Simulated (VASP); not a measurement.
Consider the following.

```
NaI
1.0
    0.00000     3.14038     3.14038
    3.14038     0.00000     3.14038
    3.14038     3.14038     0.00000
Na I
1 1
Direct
  0.00000   0.00000   0.00000
  0.50000   0.50000   0.50000
```

These are PBEsol GGA, VASP's PBE PAW potentials (set 64) (plane waves; VASP) values and carry that method's errors. Numerical set-up: 520 eV cut-off, 7×7×7 Γ-centred mesh, Gaussian smearing of 0.050 eV, potentials Na_pv I.

Unless said otherwise, spin-orbit coupling is left out, though it shifts the bands of the heavy elements here.

Question: What does the run give for the energy per atom (σ→0), pressure, band gap (on the k-mesh) with the smallest direct gap where there is one?

Answer: 
| Quantity | Result |
|---|---|
| band gap (on the k-mesh) | 3.75 eV |
| smallest direct gap (on the k-mesh) | 3.75 eV |
| energy per atom (σ→0) | -2.828 eV/atom |
| pressure | 1.18 GPa |

Total energies compare only between runs with the same potentials, cut-off and functional.

The compound is NaI in the rock salt structure. This cell is one point of a volume scan, at 0.94 of the reference volume.
